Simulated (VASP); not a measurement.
Data:

```
CELL_PARAMETERS angstrom
      4.78323     0.00000     0.00000
      0.00000     4.78323     0.00000
      0.00000     0.00000     4.78323
ATOMIC_POSITIONS crystal
  Ga 0.00000 0.00000 0.00000
  Bi 0.50000 0.00000 0.50000
  Bi 0.00000 0.50000 0.50000
  Bi 0.50000 0.50000 0.00000
```

Method: LDA (Ceperley-Alder, Perdew-Zunger), VASP's LDA PAW potentials (set 64) (plane waves; VASP 6.6.1). Numerical set-up: 400 eV cut-off, 6×6×6 Γ-centred mesh, first-order Methfessel-Paxton smearing of 0.10 eV, potentials Ga_d Bi_d.

Unless said otherwise, spin-orbit coupling is left out, though it shifts the bands of the heavy elements here.

Q: Estimate the energy per atom (σ→0), band gap (on the k-mesh) with the smallest direct gap where there is one.

A: 
The band gap (on the k-mesh) is none (metal, semimetal or under 0.01 eV) and the energy per atom (σ→0) comes out as -4.210 eV/atom.

Total energies compare only between runs with the same potentials, cut-off and functional.

The structure comes from a computed database's GaBi3 entry (Pm-3m); how it stands against other phases isn't given here. It was relaxed first, which changed the volume by -8 %. The start is the result of an earlier pass.
